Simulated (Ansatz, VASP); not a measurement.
**TiPd: VASP beside Ansatz**

```xyz
2
Lattice="3.1587 0.0000 0.0000 0.0000 3.1587 0.0000 0.0000 0.0000 3.1587" Properties=species:S:1:pos:R:3 pbc="T T T"
Ti    1.5793    1.5793    1.5793
Pd    0.0000    0.0000    0.0000
```

Change from the starting cell: volume scaled by 0.98, crystal datasets.

Alike in both runs: task electric field gradients; functional PBEsol; k mesh 13 × 13 × 13; occupations fermi-dirac, width 0.08 eV; no spin polarisation.

```csv
,VASP,Ansatz
version,VASP 6.6.1,Ansatz 0.2.0
potentials or method,"VASP PAW PBE potentials, release 64 (Ti_sv, Pd), cutoff 520 eV","all-electron PAW with datasets made for the crystal, scalar-relativistic"
```

```tsv
	VASP	Ansatz	Ansatz less VASP
pressure (GPa)	-4.0	-3.9	+0.07
Vzz of the field gradient on the site that differs most (V/Å²)	0.0	0.0	0.00
```

Ansatz ran all-electron here, so the differences hold the error of VASP's frozen core and of both bases. Ansatz warned: «gradients_without_spin_orbit».

Caveats: the PAW data sets were made with another functional, which shifts forces and pressure a little (VASP).
